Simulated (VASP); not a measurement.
# Si3Ge4S14 in VASP: a series of runs, part 2 of 2

VASP 6.6.1. The steps go on from the part before.

## (3) Single point, PBE+D3(BJ)

Input file INCAR:

```
SYSTEM = Si3Ge4S14
ALGO = Fast
EDIFF = 1E-6
ENCUT = 520
GGA = PE
ISIF = 2
ISMEAR = -1
ISYM = 0
IVDW = 12
LASPH = .True.
LCHARG = .False.
LREAL = Auto
LWAVE = .False.
NBANDS = 92
NELM = 100
PREC = Accurate
SIGMA = 0.062
```

Input file KPOINTS:

```
Automatic mesh
0
Gamma
  1 1 1
  0.25 0.25 0.25
```

Input file POSCAR:

```
Si3Ge4S14
1.0
    8.0188790000      0.2111490000     -0.3179740000
    0.2111490000      8.0318190000     -0.0335780000
   -0.3179740000     -0.0335780000      8.3953550000
Si S Ge
3 14 4
Direct
    0.7134449497      0.5187404093      0.6683918917
    0.0542020682      0.7674974735      0.9067098269
    0.2071752612      0.3765205986      0.1431635893
    0.5290458924      0.8861340809      0.2219625553
    0.7528628115      0.5162777187      0.9126636542
    0.1143127780      0.2806662985      0.9406735873
    0.7752382556      0.8528488287      0.1431058683
    0.2515486054      0.6150751062      0.1948943086
    0.4853265986      0.4457250702      0.6040357789
    0.5465901242      0.1032084407      0.8358589936
    0.6737882218      0.3337003897      0.2436071051
    0.2366752874      0.2117465035      0.3246572196
    0.7702105076      0.0829082936      0.7312700667
    0.3449002664      0.1010389616      0.6427719856
    0.2822350055      0.7231976857      0.8116192735
    0.8703509344      0.8375168690      0.6659905519
    0.9008003928      0.5134464045      0.5162216020
    0.5219278939      0.1708339017      0.4036431766
    0.3673475584      0.7797441587      0.5200136530
    0.9058733426      0.1453685607      0.1390558655
    0.4672418665      0.4384113315      0.9414829678
```

Potentials or basis: VASP PAW PBE potentials, release 64 (Si, S, Ge_d).

On the command line:

```console
cat potpaw_PBE.64/Si/POTCAR potpaw_PBE.64/S/POTCAR potpaw_PBE.64/Ge_d/POTCAR > POTCAR
mpirun -np 1 vasp_std > vasp.out
```

It took 60 s on 1 thread of AMD EPYC 9R45 (Zen 5), shared host; peak memory 0.47 GiB.

Results (log left out):

```yaml
Free_energy: -95.8358 eV
Pressure: -1.1 GPa
Largest_force: 3.052 eV/Å
Band_gap_on_the_k_mesh: 0.39 eV, direct
Dispersion_energy_per_atom: -0.252 eV
```

Forces in eV/Å, atoms in the order of the input:
```
Si   2.961  0.220 -0.704
Si  -1.155  0.430 -0.052
Si   0.200  0.708  0.774
S    1.554  0.515  0.362
S    0.022  0.259  0.552
S   -0.759 -0.746 -1.726
S   -0.863  1.000  0.599
S   -0.092  0.660  0.200
S   -1.803  0.029 -0.709
S   -0.430 -0.923 -0.561
S    0.392 -0.786 -0.646
S   -0.547 -1.040  0.928
S    0.197  0.472  0.020
S    0.819 -0.430  0.604
S    0.552  0.031 -0.579
S   -0.465  0.166  0.253
S   -0.243  0.080  0.779
Ge   0.186 -0.340 -0.438
Ge  -0.232 -0.101  0.291
Ge  -0.910 -0.382  0.369
Ge   0.615  0.176 -0.314
```

Stress tensor (GPa, compression positive):
```
-1.73  1.06  1.02
 1.06 -1.05 -1.12
 1.02 -1.12 -0.53
```

Levels at points of the mesh, in eV from the valence-band top:
```tsv
k point	band 73	band 74	band 75	band 76	band 77	band 78	band 79	band 80
(0.25, 0.25, 0.25)	-0.44	-0.26	-0.17	0.00	0.39	0.96	1.43	1.58
```

## (4) Single point, PBE+D3(BJ)

Input file INCAR:

```
ALGO     = Fast           # electronic algorithm
EDIFF    = 1E-6           # SCF threshold, eV
ENCUT    = 520            # plane-wave cutoff, eV
GGA      = PE             # functional
ISIF     = 2              # what is computed and relaxed
ISMEAR   = -1             # smearing method
ISYM     = 0            
IVDW     = 12             # dispersion correction
LASPH    = T              # aspherical terms in the spheres
LCHARG   = T              # write CHGCAR
LELF     = T              # ELF
LREAL    = Auto         
LVHAR    = T            
LWAVE    = F              # write WAVECAR
NBANDS   = 92             # bands
NELM     = 100            # most SCF steps
PREC     = Accurate       # precision mode
SIGMA    = 0.062          # smearing width, eV
```

KPOINTS is that of step 3.

Input file POSCAR:

```
Si3Ge4S14
1.0
    8.0188790000      0.2111490000     -0.3179740000
    0.2111490000      8.0318190000     -0.0335780000
   -0.3179740000     -0.0335780000      8.3953550000
Si S Ge
3 14 4
Direct
    0.7288405858      0.5093319887      0.6602628127
    0.0462335330      0.7743320256      0.9060348946
    0.1899606591      0.3823365801      0.1563289043
    0.5671318939      0.8992539576      0.2475535991
    0.7415031222      0.4985265298      0.9252932410
    0.1423973113      0.2996022096      0.9221147510
    0.7991224575      0.8598655833      0.1794519387
    0.2189888038      0.6307165697      0.2072367335
    0.4793601820      0.4326653457      0.6026912634
    0.5471343171      0.0996438119      0.8104391449
    0.6839275825      0.3293974221      0.2457888554
    0.2020309175      0.2246348225      0.3449241118
    0.7804375495      0.0898252171      0.7142621129
    0.3566761427      0.0828508720      0.6479545780
    0.2788395892      0.7219124203      0.7808563324
    0.8662210230      0.8236146221      0.6569561496
    0.9229890133      0.5078804877      0.5164500035
    0.5249765800      0.1560450574      0.3829571929
    0.3591275103      0.7816598397      0.5216739239
    0.8899617770      0.1255221897      0.1398846732
    0.4649367847      0.4583563239      0.9315613810
```

On the command line:

```console
cat potpaw_PBE.64/Si/POTCAR potpaw_PBE.64/S/POTCAR potpaw_PBE.64/Ge_d/POTCAR > POTCAR
mpirun -np 1 vasp_std > vasp.out
```

Run time: 63 s. Hardware: 1 thread of AMD EPYC 9R45 (Zen 5), shared host; peak memory 0.48 GiB.

The run converged. Its results:

- Free energy: -96.2008 eV
- Pressure: -1.8 GPa
- Largest force: 2.321 eV/Å
- Band gap on the k mesh: 0.39 eV, direct
- Dispersion energy per atom: -0.254 eV

Forces in eV/Å, atoms in the order of the input:
```
Si   0.251 -0.277  0.760
Si   0.043  0.133 -0.902
Si  -0.244  0.722 -1.173
S   -0.998 -0.271  0.428
S    1.579  0.797 -1.503
S   -0.099 -0.078  0.888
S    0.476  0.162 -0.113
S    0.012 -0.344 -0.402
S    0.940  1.122  0.018
S    1.086 -0.399  1.184
S   -0.090 -1.248 -0.254
S    0.224 -0.958  0.406
S   -0.423 -0.442 -0.002
S   -0.201 -0.094 -1.065
S   -0.630 -0.072  0.954
S   -0.298  0.396  0.281
S   -0.536  0.037  0.885
Ge  -0.281  0.564  0.106
Ge   0.029 -0.483  0.142
Ge  -0.098  0.767 -0.146
Ge  -0.742 -0.033 -0.491
```

Stress tensor (GPa, compression positive):
```
-1.64  0.95  0.54
 0.95 -1.28 -1.15
 0.54 -1.15 -2.43
```

Levels at points of the mesh, in eV from the valence-band top:
```
           k point  band 72  band 73  band 74  band 75  band 76  band 77  band 78  band 79  band 80  band 81
(0.25, 0.25, 0.25)    -0.72    -0.60    -0.40    -0.18     0.00     0.39     1.05     1.44     1.69     1.97
```

## (5) Single point, PBE+D3(BJ)

Input file INCAR:

```
SYSTEM = Si3Ge4S14
ALGO = Fast
EDIFF = 1E-6
ENCUT = 520
GGA = PE
ISIF = 2
ISMEAR = -1
ISYM = 0
IVDW = 12
LASPH = .True.
LCHARG = .True.
LELF = .True.
LREAL = Auto
LVHAR = .True.
LWAVE = .False.
NBANDS = 92
NELM = 100
PREC = Accurate
SIGMA = 0.062
```

KPOINTS is that of step 4.

Input file POSCAR:

```
Si3Ge4S14
1.0
    8.0188790000      0.2111490000     -0.3179740000
    0.2111490000      8.0318190000     -0.0335780000
   -0.3179740000     -0.0335780000      8.3953550000
Si S Ge
3 14 4
Direct
    0.7293966750      0.5037187903      0.6628604803
    0.0451633087      0.7641105492      0.9045748586
    0.1560100718      0.3747733257      0.1534304726
    0.5675301977      0.8863106674      0.2636932431
    0.7718637720      0.5211173041      0.9072049589
    0.1798643997      0.2807804557      0.9233125042
    0.8218500488      0.8603779257      0.1917799447
    0.2467591174      0.6133858584      0.1720213444
    0.4823279353      0.4533945358      0.6032196166
    0.5765274419      0.0753563284      0.8144792033
    0.6918811140      0.2873815733      0.2401211031
    0.1902374903      0.2094469373      0.3459808888
    0.7872434962      0.0619142305      0.6916900976
    0.3548394556      0.0731360967      0.6604290688
    0.2920880734      0.7179059456      0.8041193325
    0.8826031989      0.8214569125      0.6545065396
    0.9402636561      0.4964873135      0.5382681789
    0.5255628058      0.1460945809      0.3706978289
    0.3574334911      0.7777603876      0.5269337860
    0.8834502889      0.1319025733      0.1349168971
    0.4566857543      0.4777778477      0.9230727016
```

On the command line:

```console
cat potpaw_PBE.64/Si/POTCAR potpaw_PBE.64/S/POTCAR potpaw_PBE.64/Ge_d/POTCAR > POTCAR
mpirun -np 1 vasp_std > vasp.out
```

Run time: 67 s. Hardware: 1 thread of AMD EPYC 9R45 (Zen 5), shared host; peak memory 0.47 GiB.

It converged, with:

```yaml
Free_energy: -96.7908 eV
Pressure: -1.3 GPa
Largest_force: 1.910 eV/Å
Band_gap_on_the_k_mesh: 0.45 eV, direct
Dispersion_energy_per_atom: -0.251 eV
```

Forces in eV/Å, atoms in the order of the input:
```
Si   1.829 -0.144 -0.532
Si  -0.348 -0.116 -0.248
Si   1.196  0.072 -0.644
S    0.870 -0.586 -0.026
S    0.461  0.451  0.470
S   -0.320 -0.058  0.519
S   -0.974  0.384  0.004
S   -0.413 -0.350  0.257
S    0.269  0.200 -0.411
S   -0.438 -0.170  0.114
S   -0.354  1.385 -0.081
S    0.006  0.030 -0.260
S   -0.033  0.962  0.131
S    1.026 -0.266 -0.346
S   -0.618  0.405  0.010
S    0.099 -0.031 -0.069
S   -0.851 -0.398  0.271
Ge  -1.162 -0.484  0.902
Ge  -0.412  0.038  0.359
Ge   0.800 -0.941 -0.656
Ge  -0.634 -0.385  0.234
```

Stress tensor (GPa, compression positive):
```
-3.10 -0.14 -0.47
-0.14  0.33 -0.21
-0.47 -0.21 -1.03
```

Levels at points of the mesh, in eV from the valence-band top:
```csv
k point,band 74,band 75,band 76,band 77,band 78,band 79
"(0.25, 0.25, 0.25)",-0.43,-0.17,0.00,0.45,1.03,1.51
```
